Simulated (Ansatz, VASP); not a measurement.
# PbSeS: VASP beside Ansatz, part 2 of 3

One calculation is typed for both programs; each brings its own data sets. How far apart do they land? The cell is invented: As first built, before any earlier steps moved the atoms (in the runner's words): it takes the HfSeS structure with some of its atoms replaced by other elements, volume scaled by an estimate. It may not be a known or stable phase. The cell is taken from a series of VASP runs on this material, whose earlier steps may have relaxed, scaled or displaced it; both programs get it as it stands. Valence electrons are named where the data sets of a main pair hold unlike numbers.

VASP 6.6.1 and Ansatz 0.2.0.

So far: The structure; Ansatz: band structure, LDA; VASP: band structure, LDA.

## Step 4: Side by side

Known differences besides the potentials themselves: the two LDA forms differ slightly; the data sets hold 36 valence electrons in Ansatz (on its default PAW (the set named soft_2) files) and 26 in VASP; the cutoff is 420 eV in Ansatz and 400 eV in VASP; Ansatz makes its cores anew for this functional, VASP keeps those of its PBE data sets; VASP's log shows a relativistic correction to its local exchange, Ansatz's none. Total energies have different zeros and are not compared.

The two programs side by side:

```
                     quantity  Ansatz   VASP  difference
               pressure (GPa)   -3.47  -3.34       -0.13
gap over the path points (eV)   0.073  0.086      -0.012
```

Forces (eV/Å; atoms numbered as in POSCAR):

```
atom        Ansatz x, y, z          VASP x, y, z
 Pb1   0.000, 0.000, 0.091   0.000, 0.000, 0.080
 Se2  0.000, 0.000, -0.393  0.000, 0.000, -0.361
  S3   0.000, 0.000, 0.303   0.000, 0.000, 0.282
```

Levels at points of the path, from each program's valence-band top (eV; 4 filled, then empty):

```
k (reciprocal lattice)                                  Ansatz                                    VASP
     0.000 0.000 0.000  -0.83 -0.48 -0.04 -0.04 0.09 2.94 4.68  -0.84 -0.48 -0.04 -0.04 0.11 2.94 4.68
     0.133 0.000 0.000  -1.13 -0.95 -0.39 -0.05 0.94 3.59 4.33  -1.14 -0.95 -0.39 -0.05 0.96 3.59 4.34
     0.300 0.000 0.000  -2.09 -1.80 -0.46 -0.15 0.81 3.74 5.40  -2.10 -1.81 -0.46 -0.15 0.82 3.74 5.41
     0.467 0.000 0.000  -2.29 -2.16 -0.80 -0.24 0.41 3.74 5.44  -2.30 -2.17 -0.80 -0.24 0.42 3.74 5.45
     0.467 0.067 0.000  -2.32 -2.26 -0.82 -0.40 0.50 3.95 5.39  -2.33 -2.28 -0.82 -0.40 0.51 3.95 5.40
     0.411 0.178 0.000  -2.77 -2.35 -0.94 -0.80 0.74 4.87 5.42  -2.78 -2.36 -0.95 -0.80 0.76 4.87 5.43
     0.356 0.289 0.000  -3.04 -2.70 -1.09 -0.89 0.76 5.54 5.61  -3.06 -2.71 -1.10 -0.89 0.77 5.54 5.63
     0.289 0.289 0.000  -3.08 -2.49 -1.20 -0.75 0.79 5.47 5.55  -3.09 -2.50 -1.21 -0.76 0.81 5.47 5.56
     0.178 0.178 0.000  -2.74 -1.41 -0.96 -0.27 1.10 4.58 4.87  -2.75 -1.41 -0.97 -0.27 1.12 4.59 4.88
     0.067 0.067 0.000  -1.21 -0.67 -0.34 -0.12 0.85 3.58 4.23  -1.22 -0.67 -0.35 -0.12 0.86 3.58 4.24
```

The forces differ by 13 meV/Å r.m.s., which is 8.6 % of the r.m.s. force of 0.155 eV/Å (both taken over all components). Among the levels compared at these points, filled levels agree within 16 meV and empty ones within 20 meV.

## Step 5: What the set-up changes

Further runs change the set-up of one program: Ansatz's method, potentials or start, or VASP's data sets, cutoff or form of LDA. The table gives Ansatz less VASP for each quantity, since a change that brings one quantity closer may part another.

```
                                        run  r.m.s. force difference (meV/Å)  pressure (GPa)  gap over the path points (eV)
                                   as above                               13           -0.13                         -0.012
                       cores kept as stored                               12           -0.10                         -0.012
    Ansatz's larger PAW set (cutoff 700 eV)                               11          -0.094                         -0.014
norm-conserving potentials (cutoff 1170 eV)                              5.6          -0.021                         -0.021
```

## Step 6: Ansatz: band structure, r2SCAN

The same path points are solved in both programs, so levels can be compared one by one.

The cell is taken from a series of VASP runs on this material, whose earlier steps may have relaxed, scaled or displaced it; both programs get it as it stands.

File input.yaml:

```yaml
crystal:
  lattice:
    - [3.9512913364, 0.0, 0.0]
    - [-1.9756456682, 3.4219191472, 0.0]
    - [0.0, 0.0, 6.7611974004]
  atoms:
    - { symbol: Pb, position: [0.0, 0.0, 0.9923275884] }
    - { symbol: Se, position: [0.33333333, 0.66666667, 0.2402559236] }
    - { symbol: S, position: [0.66666667, 0.33333333, 0.767416488] }
hamiltonian:
  xc: r2scan
  pseudopotentials: { kind: paw }
kpoints:
  mp_grid: { grid: [4, 4, 2] }
  band_path:
    path:
      - [0.0, 0.0, 0.0]
      - [0.13333, 0.0, 0.0]
      - [0.3, 0.0, 0.0]
      - [0.46667, 0.0, 0.0]
      - [0.46667, 0.06667, 0.0]
      - [0.41111, 0.17778, 0.0]
      - [0.35556, 0.28889, 0.0]
      - [0.28889, 0.28889, 0.0]
      - [0.17778, 0.17778, 0.0]
      - [0.06667, 0.06667, 0.0]
      - [0.0, 0.0, 0.03333]
      - [0.0, 0.0, 0.2]
      - [0.0, 0.0, 0.36667]
      - [0.0, 0.0, 0.5]
      - [0.16667, 0.0, 0.5]
      - [0.3, 0.0, 0.5]
      - [0.46667, 0.0, 0.5]
      - [0.46667, 0.06667, 0.5]
      - [0.41111, 0.17778, 0.5]
      - [0.35556, 0.28889, 0.5]
      - [0.28889, 0.28889, 0.5]
      - [0.17778, 0.17778, 0.5]
      - [0.06667, 0.06667, 0.5]
      - [0.5, 0.0, 0.46667]
      - [0.5, 0.0, 0.43333]
      - [0.5, 0.0, 0.3]
      - [0.5, 0.0, 0.13333]
      - [0.33333, 0.33333, 0.0]
      - [0.33333, 0.33333, 0.16667]
      - [0.33333, 0.33333, 0.33333]
      - [0.33333, 0.33333, 0.5]
    npoints: 1
scf:
  occupations: { method: gaussian, width: 0.02 }
  n_extra_bands: 7
output:
  forces: true
  stress: true
  eigenvalues: true
  write_density: true
  write_potential: true
  elf: true
  volumetric_format: npy
```

Run with:

```bash
ansatz run input.yaml --threads 2 --pin off --max-ram 4608MiB --backend cpu --events-out ev --progress --plain --runs-dir out
```

Numbers of over 12 decimals in the logs are rounded to 6 here.

The program printed:

```text
[...]
Crystal: 3 atoms, lattice volume = 91.418 Å³
Basis set: ecut = 500 eV, 2311 PW (Γ), exchange–correlation on 120×120×200 points (64 copies of the dense FFT grid, shifted against one another)
Bands: 25, of which v1, the nominal top of the filled ones, is band 18 counted from 1 (17 counted from 0)
Symmetry: 6 space group operations
[...]
k-point 0: bands = [... 14 lower, 3.9885, 4.3553, 4.8096, 4.8096, 5.3009, 8.4807, 10.0648, 10.0648, ... 3 higher]
  k-point 1: bands = [... 14 lower, 3.9680, 3.9680, 4.8509, 4.8509, 6.2087, 8.4250, 9.9636, 9.9636, ... 3 higher]
  k-point 2: bands = [... 14 lower, 3.0465, 3.2136, 4.4369, 4.7368, 6.1062, 9.2007, 10.7316, 10.7344, ... 3 higher]
  k-point 7: bands = [... 14 lower, 1.8053, 2.5761, 4.1148, 4.4289, 6.1838, 9.9689, 10.5329, 11.2868, ... 3 higher]
[key lines of the parts left out:]
SCF converged after 7 iterations
Free energy (F): -18304.949019 eV
Fermi energy:    5.016538 eV
P = ⅓ Tr σ = -1.5582 GPa (-15.582 kbar)
```

The job ended after 11 s (2 threads of Arm Neoverse N1, shared host; peak memory 0.51 GiB; 21 s of CPU time).

## Step 7: VASP: band structure, r2SCAN

The same cell, functional, mesh and smearing now go to VASP, with its own data sets.

File INCAR:

```
SYSTEM = PbSeS
PREC = Accurate
ENCUT = 400
EDIFF = 1E-06
NELM = 100
ISMEAR = 0
SIGMA = 0.02
LREAL = .FALSE.
ALGO = Normal
METAGGA = R2SCAN
LASPH = .TRUE.
NBANDS = 26
LORBIT = 11
LWAVE = .FALSE.
LCHARG = .FALSE.
KPAR = 4
```

File POSCAR:

```
PbSeS
1.0
    3.9512913364      0.0000000000      0.0000000000
   -1.9756456682      3.4219191472      0.0000000000
    0.0000000000      0.0000000000      6.7611974004
Pb Se S
1 1 1
Direct
    0.0000000000      0.0000000000      0.9923275884
    0.3333333300      0.6666666700      0.2402559236
    0.6666666700      0.3333333300      0.7674164880
```

File KPOINTS:

```
Automatic mesh
0
Gamma
4 4 2
0 0 0
```

File KPOINTS_OPT:

```
Line mode
16
Line-mode
Reciprocal
  0.00000000   0.00000000   0.00000000 GAMMA
  0.50000000   0.00000000   0.00000000 M

  0.50000000   0.00000000   0.00000000 M
  0.33333333   0.33333333   0.00000000 K

  0.33333333   0.33333333   0.00000000 K
  0.00000000   0.00000000   0.00000000 GAMMA

  0.00000000   0.00000000   0.00000000 GAMMA
  0.00000000   0.00000000   0.50000000 A

  0.00000000   0.00000000   0.50000000 A
  0.50000000   0.00000000   0.50000000 L

  0.50000000   0.00000000   0.50000000 L
  0.33333333   0.33333333   0.50000000 H

  0.33333333   0.33333333   0.50000000 H
  0.00000000   0.00000000   0.50000000 A

  0.50000000   0.00000000   0.50000000 L
  0.50000000   0.00000000   0.00000000 M

  0.33333333   0.33333333   0.00000000 K
  0.33333333   0.33333333   0.50000000 H
```

Potentials, in the order of the species: Pb_d, Se and S (PBE family, release 64).

Run with:

```bash
mpirun -np 4 vasp_std
```

The program printed:

```text
[banner, memory and clock lines left out]
running    4 mpi-ranks, on    1 nodes
[...]
[... a notice as in an earlier step ...]

 LDA part: xc-table for (None), standard interpolation
 POSCAR, INCAR and KPOINTS ok, starting setup
[...]
entering main loop
       N       E                     dE             d eps       ncg     rms          rms(c)
DAV:   1     0.135627772931E+03    0.13563E+03   -0.97798E+03   416   0.776E+02
DAV:   2    -0.659946752152E+02   -0.20162E+03   -0.18891E+03   474   0.239E+02
DAV:   3    -0.842812853680E+02   -0.18287E+02   -0.17994E+02   536   0.821E+01
DAV:   4    -0.848463991570E+02   -0.56511E+00   -0.56447E+00   518   0.165E+01
[...]
DAV:  11    -0.787286020006E+02   -0.87144E-04   -0.88276E-05   508   0.655E-02    0.408E-02
DAV:  12    -0.787286167669E+02   -0.14766E-04   -0.12111E-05   502   0.232E-02    0.107E-02
DAV:  13    -0.787286174679E+02   -0.70099E-06   -0.38667E-06   508   0.138E-02
   1 F= -.78728617E+02 E0= -.78728617E+02  d E =-.104548E-23
 Start KPOINTS_OPT (optional k-point list driver)
k-point batch [1-8\144]
       N       E                     dE             ncg
DAV:   1     0.312853645801E+03   -0.68468E+03      424
DAV:   2    -0.131418926800E+04   -0.16270E+04      444
DAV:   3    -0.148615341602E+04   -0.17196E+03      516
DAV:   4    -0.149226794892E+04   -0.61145E+01      520
DAV:   5    -0.149249811235E+04   -0.23016E+00      604
DAV:   6    -0.149250201499E+04   -0.39026E-02      532
DAV:   7    -0.149250216795E+04   -0.15297E-03      628
DAV:   8    -0.149250216884E+04   -0.88587E-06      456
[...]
k-point batch [137-144\144]
       N       E                     dE             ncg
DAV:   1     0.173094353805E+03   -0.63671E+04      416
DAV:   2    -0.143721311684E+04   -0.16103E+04      468
DAV:   3    -0.158414075038E+04   -0.14693E+03      514
DAV:   4    -0.158860924798E+04   -0.44685E+01      496
DAV:   5    -0.158880416862E+04   -0.19492E+00      616
DAV:   6    -0.158880945257E+04   -0.52840E-02      566
DAV:   7    -0.158880955929E+04   -0.10672E-03      632
DAV:   8    -0.158880956017E+04   -0.88230E-06      406
```

From OUTCAR (step 7):

```text
  Total       -0.7503028     -0.7503030     -1.1507953     -0.0000000      0.0000000      0.0000000
  in kB      -13.1496672    -13.1496708    -20.1686237     -0.0000000      0.0000000      0.0000000
  external PRESSURE =     -15.4893206 kB  Pullay stress =       0.0000000 kB

 POSITION                                       TOTAL-FORCE (eV/Angst)
 -----------------------------------------------------------------------------------
      0.00000      0.00000      6.70932         0.000000     -0.000000      0.068853
     -0.00000      2.28128      1.62442        -0.000000     -0.000000     -0.237119
      1.97565      1.14064      5.18865         0.000000      0.000000      0.168267
 -----------------------------------------------------------------------------------
    total drift:                               -0.000003      0.000002     -0.000157

  FREE ENERGIE OF THE ION-ELECTRON SYSTEM (eV)
  ---------------------------------------------------
  free  energy   TOTEN  =       -78.7286174679 eV

  energy  without entropy=      -78.7286174679  energy(sigma->0) =      -78.72861747

[... 2 parts as in an earlier step ...]

[... 1 further part left out ...]
[key lines of the parts left out:]
E-fermi :   2.2453
```

The PAW data sets were made with PBE, which is usual practice but a small mismatch for other functionals.

## Step 8: Comparison

What differs besides the data sets and the points named for the pairs above, as far as they apply: VASP keeps PBE cores, Ansatz makes them for the functional; the data sets hold 36 valence electrons in Ansatz (on its default PAW (the set named soft_2) files) and 26 in VASP; the cutoff is 500 eV in Ansatz and 400 eV in VASP. Total energies have different zeros and are not compared.

The two programs side by side:

```
                     quantity  Ansatz   VASP  difference
               pressure (GPa)   -1.56  -1.55       -0.01
gap over the path points (eV)   0.331  0.325      +0.007
```

Forces (eV/Å; atoms numbered as in POSCAR):

```
atom        Ansatz x, y, z          VASP x, y, z
 Pb1   0.000, 0.000, 0.075   0.000, 0.000, 0.069
 Se2  0.000, 0.000, -0.250  0.000, 0.000, -0.237
  S3   0.000, 0.000, 0.175   0.000, 0.000, 0.168
```

Levels at points of the path, from each program's valence-band top (eV; 4 filled, then empty):

```
k (reciprocal lattice)                                  Ansatz                                    VASP
     0.000 0.000 0.000  -0.86 -0.50 -0.04 -0.04 0.45 3.63 5.21  -0.86 -0.50 -0.04 -0.04 0.45 3.63 5.22
     0.133 0.000 0.000  -1.16 -0.91 -0.39 -0.05 1.21 4.24 4.96  -1.16 -0.91 -0.39 -0.05 1.20 4.25 4.96
     0.300 0.000 0.000  -2.07 -1.83 -0.45 -0.15 1.06 4.42 5.97  -2.07 -1.83 -0.45 -0.15 1.05 4.43 5.97
     0.467 0.000 0.000  -2.29 -2.20 -0.75 -0.25 0.62 4.41 6.01  -2.29 -2.20 -0.75 -0.25 0.62 4.41 6.01
     0.467 0.067 0.000  -2.34 -2.27 -0.77 -0.39 0.71 4.61 5.97  -2.34 -2.27 -0.77 -0.39 0.70 4.61 5.98
     0.411 0.178 0.000  -2.79 -2.35 -0.92 -0.77 0.97 5.52 6.02  -2.79 -2.35 -0.92 -0.77 0.96 5.53 6.03
     0.356 0.289 0.000  -3.05 -2.71 -1.07 -0.87 1.01 6.17 6.25  -3.05 -2.71 -1.08 -0.87 1.00 6.17 6.26
     0.289 0.289 0.000  -3.08 -2.50 -1.18 -0.74 1.04 6.09 6.20  -3.08 -2.50 -1.18 -0.74 1.03 6.09 6.20
     0.178 0.178 0.000  -2.75 -1.41 -0.93 -0.27 1.34 5.25 5.50  -2.75 -1.41 -0.93 -0.27 1.34 5.25 5.50
     0.067 0.067 0.000  -1.22 -0.66 -0.35 -0.11 1.12 4.23 4.85  -1.22 -0.66 -0.35 -0.11 1.11 4.24 4.85
```

The forces differ by 5.5 meV/Å r.m.s., which is 5.5 % of the r.m.s. force of 0.100 eV/Å (both taken over all components). Among the levels compared at these points, filled levels agree within 4 meV and empty ones within 8 meV. Ansatz's pressure holds a Pulay correction of 0.01 GPa; VASP's holds none.

## Step 9: Ansatz: band structure, r2SCAN, spin-orbit coupling

Levels along a path test the potential and the projectors away from the mesh points.

The cell is taken from a series of VASP runs on this material, whose earlier steps may have relaxed, scaled or displaced it; both programs get it as it stands.

Edit input.yaml of step 6 so:

```diff
@@ -11,5 +11,8 @@
   xc: r2scan
-  pseudopotentials: { kind: paw }
+  pseudopotentials: { kind: paw_fr }
+magnetization:
+  noncollinear: true
+  spin_orbit: true
 kpoints:
-  mp_grid: { grid: [4, 4, 2] }
+  mp_grid: { grid: [6, 6, 3] }
   band_path:
@@ -50,3 +53,3 @@
   occupations: { method: gaussian, width: 0.02 }
-  n_extra_bands: 7
+  n_extra_bands: 14
 output:
```

Run with:

```bash
ansatz run input.yaml --threads 2 --pin off --max-ram 4608MiB --backend cpu --events-out ev --progress --plain --runs-dir out
```

The program printed:

```text
[...]
non-collinear run that drives no moment, with spin-orbit: no starting moment large enough to seed its density (crystal.atoms[].spin), no starting occupations that ask for one, no magnetisation constraint and no magnetic field, so the semilocal B_xc is pinned to zero
Crystal: 3 atoms, lattice volume = 91.418 Å³
[...]
k-point 0: bands = [... 32 lower, 4.6785, 4.6785, 4.9085, 4.9085, 5.3204, 5.3204, 7.9957, 7.9957, ... 10 higher]
  k-point 1: bands = [... 32 lower, 4.6829, 4.6829, 4.9348, 4.9349, 6.0525, 6.0525, 7.9385, 7.9385, ... 10 higher]
  k-point 2: bands = [... 32 lower, 4.3712, 4.4483, 4.7748, 4.7834, 6.1331, 6.2106, 8.4943, 8.6514, ... 10 higher]
  k-point 16: bands = [... 32 lower, 4.0852, 4.1897, 4.2686, 4.3091, 6.0986, 6.1816, 9.6712, 9.7713, ... 10 higher]
[key lines of the parts left out:]
SCF converged after 8 iterations
Magnetization: |M| = 0.0000 μB,  M = (+0.0000, +0.0000, +0.0000) μB
Free energy (F): -18267.906379 eV
Fermi energy:    5.067781 eV
P = ⅓ Tr σ = -1.9248 GPa (-19.248 kbar)
```

Run time: 75 s. Hardware: 2 threads; peak memory 0.9 GiB; 2.5 min of CPU time.

## Step 10: VASP: band structure, r2SCAN, spin-orbit coupling

The same cell, functional, mesh and smearing now go to VASP, with its own data sets.

Edit INCAR of step 7 so:

```diff
@@ -11,3 +11,7 @@
 LASPH = .TRUE.
-NBANDS = 26
+LNONCOLLINEAR = .TRUE.
+MAGMOM = 0 0 0 0 0 0 0 0 0
+NBANDS = 38
+GGA_COMPAT = .FALSE.
+LSORBIT = .TRUE.
 LORBIT = 11
```

POSCAR is that of step 7.

File KPOINTS:

```
Automatic mesh
0
Gamma
6 6 3
0 0 0
```

KPOINTS_OPT is that of step 7.

Run with:

```bash
mpirun -np 4 vasp_ncl
```

The program printed:

```text
[... set-up lines as in an earlier step ...]
 entering main loop
       N       E                     dE             d eps       ncg     rms          rms(c)
DAV:   1     0.166316354987E+03    0.16632E+03   -0.99368E+03  2280   0.110E+03
DAV:   2    -0.567010305368E+02   -0.22302E+03   -0.21305E+03  2428   0.325E+02
DAV:   3    -0.839853116352E+02   -0.27284E+02   -0.26567E+02  2956   0.136E+02
DAV:   4    -0.852692335345E+02   -0.12839E+01   -0.12759E+01  2784   0.339E+01
[...]
DAV:  12    -0.792110053787E+02   -0.43933E-04   -0.68251E-05  2604   0.749E-02    0.291E-02
DAV:  13    -0.792110106631E+02   -0.52843E-05   -0.54431E-06  2834   0.193E-02    0.846E-03
DAV:  14    -0.792110110328E+02   -0.36971E-06   -0.32104E-06  2540   0.177E-02
   1 F= -.79211011E+02 E0= -.79211011E+02  d E =-.764307E-20  mag=     0.0000     0.0000    -0.0000
 Start KPOINTS_OPT (optional k-point list driver)
k-point batch [1-30\144]
       N       E                     dE             ncg
DAV:   1     0.176787721247E+04   -0.12919E+05     2280
DAV:   2    -0.494387041614E+04   -0.67117E+04     2426
DAV:   3    -0.576741219494E+04   -0.82354E+03     2902
DAV:   4    -0.580518598048E+04   -0.37774E+02     2808
DAV:   5    -0.580692234381E+04   -0.17364E+01     3410
DAV:   6    -0.580696167851E+04   -0.39335E-01     3022
DAV:   7    -0.580696255652E+04   -0.87801E-03     3422
DAV:   8    -0.580696257034E+04   -0.13822E-04     3000
DAV:   9    -0.580696257060E+04   -0.25894E-06     1918
[...]
k-point batch [121-144\144]
       N       E                     dE             ncg
DAV:   1     0.543836795277E+04   -0.16612E+05     1824
DAV:   2     0.165476350307E+03   -0.52729E+04     1956
DAV:   3    -0.477702181534E+03   -0.64318E+03     2284
DAV:   4    -0.506708987171E+03   -0.29007E+02     2264
DAV:   5    -0.508089128144E+03   -0.13801E+01     2778
DAV:   6    -0.508122156566E+03   -0.33028E-01     2448
DAV:   7    -0.508122766493E+03   -0.60993E-03     2770
DAV:   8    -0.508122778287E+03   -0.11794E-04     2456
DAV:   9    -0.508122778483E+03   -0.19550E-06     1656
```

(Continued in part 3 of 3.)

[Lines on the potential files, build, host, timing and source positions are cut from VASP's logs without a mark.]

[Logs are printed without paths, hosts, clocks, repeated set-up lines and the standing remarks that a program may print on its own settings, such as how far it seeks lower states.]

[Hosts, paths, dates, database ids (printed as entryN), source tags and the programs' standing remarks are cut or masked in the printed files.]
